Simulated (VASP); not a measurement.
Calculation: PBEsol GGA, VASP's PBE PAW potentials (set 64) (plane waves; VASP).

A VASP calculation is set up with these files.

### KPOINTS
```
Automatic mesh
0
Gamma
17 17 17
0 0 0
```

### POSCAR
```
Rh
1
   -0.0000000000     1.8386972742     1.8386972742
    1.8386972742     0.0000000000     1.8386972742
    1.8386972742     1.8386972742     0.0000000000
Rh
1
Direct
  1.0000000000   0.0000000000   0.0000000000
```

INCAR:
```
SYSTEM = Rh
PREC = Accurate; ENCUT = 500; LREAL = .FALSE.
LASPH = .TRUE.
EDIFF = 1E-6; NELM = 100; ALGO = Normal
LMAXMIX = 4
ISMEAR = 1; SIGMA = 0.1
GGA = PS
IBRION = 2; NSW = 40; ISIF = 3
EDIFFG = -0.02; PSTRESS = 300
LWAVE = .FALSE.; LCHARG = .FALSE.
```

POTCAR, in this order: Rh_pv (PBE.64 set). Program: vasp_std.

The resulting files:

**OSZICAR**
```
       N       E                     dE             d eps       ncg     rms          rms(c)
DAV:   1     0.110116117715E+03    0.11012E+03   -0.92484E+03  3657   0.144E+03
DAV:   2    -0.722830800509E+01   -0.11734E+03   -0.11245E+03  3732   0.385E+02
DAV:   3    -0.863794525195E+01   -0.14096E+01   -0.14037E+01  4215   0.475E+01
DAV:   4    -0.864609113753E+01   -0.81459E-02   -0.81448E-02  3947   0.369E+00
DAV:   5    -0.864621370460E+01   -0.12257E-03   -0.12257E-03  4185   0.416E-01    0.142E+01
DAV:   6    -0.808585983966E+01    0.56035E+00   -0.11607E+00  3816   0.165E+01    0.508E+00
DAV:   7    -0.805389706701E+01    0.31963E-01   -0.44982E-02  4284   0.289E+00    0.205E+00
DAV:   8    -0.804861623321E+01    0.52808E-02   -0.59338E-03  3777   0.130E+00    0.332E-01
DAV:   9    -0.804833630487E+01    0.27993E-03   -0.20188E-04  4209   0.243E-01    0.384E-02
DAV:  10    -0.804834234763E+01   -0.60428E-05   -0.29916E-06  3974   0.239E-02    0.576E-03
DAV:  11    -0.804834247665E+01   -0.12902E-06   -0.41940E-07  2232   0.101E-02
   1 F= -.57204047E+01 E0= -.57205747E+01  d E =-.572040E+01
```

**OUTCAR**
```
------------------------ aborting loop because EDIFF is reached ----------------------------------------
  FORCE on cell =-STRESS in cart. coord.  units (eV):
  Direction    XX          YY          ZZ          XY          YZ          ZX
  --------------------------------------------------------------------------------------
  Total        2.3229322      2.3229322      2.3229322      0.0000000     -0.0000000     -0.0000000
  in kB      299.3549348    299.3549348    299.3549348      0.0000000     -0.0000000     -0.0000000
  external PRESSURE =      -0.6450652 kB  Pullay stress =     300.0000000 kB
  volume of cell :       12.43
      direct lattice vectors                 reciprocal lattice vectors
     0.000000000  1.838697274  1.838697274    -0.271931659  0.271931659  0.271931659
     1.838697274  0.000000000  1.838697274     0.271931659 -0.271931659  0.271931659
     1.838697274  1.838697274  0.000000000     0.271931659  0.271931659 -0.271931659
 POSITION                                       TOTAL-FORCE (eV/Angst)
 -----------------------------------------------------------------------------------
      0.00000      0.00000      0.00000         0.000000     -0.000000      0.000000
 -----------------------------------------------------------------------------------
    total drift:                                0.000000      0.000000      0.000000
  FREE ENERGIE OF THE ION-ELECTRON SYSTEM (eV)
  ---------------------------------------------------
  free  energy   TOTEN  =        -8.0483424766 eV

  energy  without entropy=       -8.0488524528  energy(sigma->0) =       -8.04851247
  enthalpy is  TOTEN    =        -5.7204047170 eV   P V=        2.3279377597

 reached required accuracy - stopping structural energy minimisation
```
(Selected blocks of OUTCAR.)

The compound is Rh in the fcc structure. It was relaxed first under an external pressure of 30 GPa.
